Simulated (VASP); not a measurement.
Given:

```yaml
crystal:
  lattice:
    - [0.00000, 2.51710, 2.51710]
    - [2.51710, 0.00000, 2.51710]
    - [2.51710, 2.51710, 0.00000]
  atoms:
    - { symbol: Hf, position: [0.00000, 0.00000, 0.00000] }
    - { symbol: O, position: [0.25000, 0.25000, 0.25000] }
    - { symbol: O, position: [0.75000, 0.75000, 0.75000] }
```

These are r2SCAN meta-GGA, VASP's PBE PAW potentials (set 64) (plane waves; VASP) values and carry that method's errors. Settings: 520 eV cut-off, 10×10×10 Γ-centred mesh, Gaussian smearing of 0.010 eV, potentials Hf_pv O.

Unless said otherwise, spin-orbit coupling is left out, though it shifts the bands of the heavy elements here.

**Question.** What does the run give for the energy per atom (σ→0), band gap (on the k-mesh) with the smallest direct gap where there is one?

**Answer.** 
The band gap (on the k-mesh) is 4.36 eV. The smallest direct gap (on the k-mesh) is 4.36 eV and the energy per atom (σ→0) is -22.851 eV/atom.

Only differences to runs with the same potentials and settings are physical.

The compound is HfO2 in the fluorite structure, the high-temperature cubic form, which is unstable at 0 K; the monoclinic form is the stable one. It was relaxed first.
